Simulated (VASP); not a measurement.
These are PBE GGA, VASP's PBE PAW potentials (set 64) (plane waves; VASP) values and carry that method's errors.

Input for VASP

### POSCAR
```
Bi
1
    4.2442664916    -2.2922064677     0.0155952768
    4.2442664916     2.2922064677     0.0155952768
    2.9924668404     0.0000000000     3.7833046263
Bi
2
Direct
  0.2340680375   0.2340680375   0.2340680375
  0.7659319625   0.7659319625   0.7659319625
```

INCAR:
```
# general
SYSTEM  = Bi
PREC    = Accurate
ENCUT   = 520
LREAL   = .FALSE.
LASPH   = .TRUE.

# electronic loop
EDIFF   = 1E-7
NELM    = 100
ALGO    = Normal
LMAXMIX = 4

# smearing
ISMEAR  = -5

# functional
GGA     = PE

# ions
ISIF    = 2

# output
LWAVE   = .FALSE.
LCHARG  = .TRUE.
LORBIT  = 11
NEDOS   = 601
```

### KPOINTS
```
kpoints
0
Gamma
 11 11 11
0 0 0
```

POTCAR, in this order: Bi_d (PBE.64 set). Program: vasp_std.

Output of the run:

### OSZICAR
```
       N       E                     dE             d eps       ncg     rms          rms(c)
DAV:   1     0.293900558886E+03    0.29390E+03   -0.16625E+04  5548   0.187E+03
DAV:   2     0.162624132417E+02   -0.27764E+03   -0.27380E+03  5563   0.455E+02
DAV:   3    -0.691442720919E+01   -0.23177E+02   -0.22842E+02  6406   0.155E+02
DAV:   4    -0.773268432451E+01   -0.81826E+00   -0.81658E+00  6048   0.318E+01
DAV:   5    -0.777573151958E+01   -0.43047E-01   -0.43019E-01  7559   0.657E+00    0.104E+00
DAV:   6    -0.777453212244E+01    0.11994E-02   -0.20014E-02  6703   0.157E+00    0.631E-01
DAV:   7    -0.777511955057E+01   -0.58743E-03   -0.13724E-02  6083   0.146E+00    0.110E-01
DAV:   8    -0.777531102850E+01   -0.19148E-03   -0.18231E-03  5996   0.535E-01    0.220E-02
DAV:   9    -0.777532981135E+01   -0.18783E-04   -0.73642E-05  7565   0.792E-02    0.114E-02
DAV:  10    -0.777532707095E+01    0.27404E-05   -0.83582E-06  6419   0.207E-02    0.178E-03
DAV:  11    -0.777532749213E+01   -0.42117E-06   -0.64372E-07  4979   0.764E-03    0.107E-03
DAV:  12    -0.777532733031E+01    0.16182E-06   -0.24478E-07  4455   0.345E-03    0.234E-04
DAV:  13    -0.777532725359E+01    0.76719E-07   -0.27638E-08  3161   0.220E-03
   1 F= -.77753273E+01 E0= -.77753273E+01  d E =0.000000E+00
```

### OUTCAR
```
------------------------ aborting loop because EDIFF is reached ----------------------------------------
  FORCE on cell =-STRESS in cart. coord.  units (eV):
  Direction    XX          YY          ZZ          XY          YZ          ZX
  --------------------------------------------------------------------------------------
  Total        0.0157794      0.0107075      0.0112674      0.0000000      0.0000000      0.0016851
  in kB        0.3444358      0.2337256      0.2459465      0.0000000      0.0000000      0.0367828
  external PRESSURE =       0.2747026 kB  Pullay stress =       0.0000000 kB
  volume of cell :       73.40
      direct lattice vectors                 reciprocal lattice vectors
     4.244266492 -2.292206468  0.015595277     0.118149370 -0.218130438 -0.093452182
     4.244266492  2.292206468  0.015595277     0.118149370  0.218130438 -0.093452182
     2.992466840  0.000000000  3.783304626    -0.000974054  0.000000000  0.265089630
 POSITION                                       TOTAL-FORCE (eV/Angst)
 -----------------------------------------------------------------------------------
      2.68734      0.00000      0.89285        -0.005956      0.000000     -0.001979
      8.79366      0.00000      2.92164         0.005956      0.000000      0.001979
 -----------------------------------------------------------------------------------
    total drift:                                0.000000      0.000000     -0.000000
  FREE ENERGIE OF THE ION-ELECTRON SYSTEM (eV)
  ---------------------------------------------------
  free  energy   TOTEN  =        -7.7753272536 eV

  energy  without entropy=       -7.7753272536  energy(sigma->0) =       -7.77532725

 total charge

# of ion       s       p       d       tot
------------------------------------------
    1        1.532   1.340   9.909  12.781
    2        1.532   1.340   9.909  12.781
--------------------------------------------------
tot          3.063   2.681  19.817  25.561
```
(Selected blocks of OUTCAR.)

**OUTCAR**
```
 val. band max:        5.8378270202   @ k =   0.3636   0.1818   0.1818

 cond. band min:       5.7680888915   @ k =   0.4545  -0.0000  -0.0000


 Fermi energy:         5.8019392089

 k-point     1 :       0.0000    0.0000    0.0000
  band No.  band energies     occupation
      1     -16.9948      2.00000
      2     -16.9948      2.00000
      3     -16.8613      2.00000
      4     -16.8613      2.00000
      5     -16.8489      2.00000
      6     -16.7007      2.00000
      7     -16.6908      2.00000
      8     -16.6908      2.00000
      9     -16.5794      2.00000
     10     -16.5794      2.00000
     11      -6.9630      2.00000
     12      -1.7599      2.00000
     13       4.3990      2.00000
     14       4.7547      2.00000
     15       4.7547      2.00000
     16       8.3093      0.00000
     17       8.7355      0.00000
     18       8.7355      0.00000
     19      11.4733      0.00000

 k-point     2 :       0.0909    0.0000    0.0000
  band No.  band energies     occupation
      1     -16.9895      2.00000
      2     -16.9879      2.00000
      3     -16.8590      2.00000
      4     -16.8572      2.00000
      5     -16.8454      2.00000
      6     -16.7039      2.00000
      7     -16.6941      2.00000
      8     -16.6930      2.00000
      9     -16.5870      2.00000
     10     -16.5849      2.00000
     11      -6.8892      2.00000
     12      -1.9192      2.00000
     13       4.4410      2.00000
     14       4.7334      2.00000
     15       4.7456      2.00000
     16       8.1873      0.00000
     17       8.3657      0.00000
     18       8.5567      0.00000
     19      11.1727      0.00000

 k-point     3 :       0.1818   -0.0000    0.0000
  band No.  band energies     occupation
      1     -16.9748      2.00000
      2     -16.9680      2.00000
      3     -16.8532      2.00000
      4     -16.8456      2.00000
      5     -16.8347      2.00000
      6     -16.7142      2.00000
      7     -16.7039      2.00000
...
```

For a metal the tetrahedron method with Blöchl corrections gives inexact stress and forces. Unless said otherwise, spin-orbit coupling is left out, though it shifts the bands of the heavy elements here.

The compound is Bi in the a7 structure. It was relaxed first.
